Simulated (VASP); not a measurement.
The system is Ti3C.

```
Ti C
1.0
     1.48500   -4.78000    0.00000
     1.48500    4.78000    0.00000
     0.00000    0.00000    7.45000
Ti C
6 2
Direct
  0.57400 0.42600 0.25000
  0.86500 0.13500 0.43800
  0.86500 0.13500 0.06200
  0.42600 0.57400 0.75000
  0.13500 0.86500 0.56200
  0.13500 0.86500 0.93800
  0.25600 0.74400 0.25000
  0.74400 0.25600 0.75000
```

The cell was built by a generator and needn't be a form met in nature.

| Item | Value |
| --- | --- |
| Program | VASP 6.6.1 |
| Task | relaxation of cell and atoms |
| Functional | PBE |
| Potentials or basis | VASP PAW PBE potentials, release 64 (Ti_sv, C) |
| Cutoff | 520 eV |
| k mesh | 6 × 6 × 3 |
| Occupations | gaussian, width 0.15 eV |
| Spin | no spin polarisation |

At the start: pressure -0.8 GPa; volume 13.22 Å³/atom.

Q: Where does the relaxation end?

A: Over 19 steps the energy falls by 92.0 meV/atom and the volume is 13.44 Å³/atom (+1.7 %); space group Cmcm (No. 63, to 0.05 Å).

Step by step:
| step | energy change (eV) | largest force (eV/Å) | pressure (GPa) | volume (Å³) |
| --- | --- | --- | --- | --- |
| 1 | 0.0000 | 1.7922 | -0.77 | 105.76 |
| 2 | -0.6031 | 0.2787 | 2.75 | 104.70 |
| 3 | -0.6042 | 0.2259 | 2.49 | 104.75 |
| 4 | -0.6609 | 0.2903 | -1.99 | 107.73 |
| 5 | -0.6613 | 0.3216 | -2.12 | 107.58 |
| 6 | -0.6991 | 0.2714 | -0.13 | 106.69 |
| 7 | -0.7002 | 0.2703 | 0.22 | 106.55 |
| 8 | -0.7196 | 0.1832 | 0.49 | 106.62 |
| 9 | -0.7276 | 0.1064 | 0.73 | 106.66 |
| 10 | -0.7235 | 0.2450 | 1.26 | 106.75 |
| 11 | -0.7293 | 0.1213 | 0.90 | 106.69 |
| 12 | -0.7284 | 0.1710 | 1.06 | 106.72 |
| 13 | -0.7295 | 0.1212 | 0.93 | 106.70 |
| 14 | -0.7314 | 0.0957 | -1.14 | 108.26 |
| 15 | -0.7336 | 0.1053 | -0.27 | 107.58 |
| 16 | -0.7337 | 0.1044 | -0.64 | 107.65 |
| 17 | -0.7337 | 0.1092 | -0.25 | 107.60 |
| 18 | -0.7337 | 0.0976 | -0.29 | 107.62 |
| 19 | -0.7364 | 0.0738 | -0.12 | 107.55 |

Final structure:
```
Ti C
1.0
     1.52918   -4.92321    0.00000
     1.52918    4.92321    0.00000
     0.00000    0.00000    7.14275
Ti C
6 2
Cartesian
  1.5292 -0.8916 1.7857
  1.5292 -3.5011 3.1287
  1.5292 -3.5011 0.4427
  1.5292 0.8916 5.3571
  1.5292 3.5011 4.0141
  1.5292 3.5011 6.7001
  1.5292 2.4833 1.7857
  1.5292 -2.4833 5.3571
```

Caveat: the k mesh is coarse (spacing up to 0.37 Å⁻¹), so the values aren't converged.
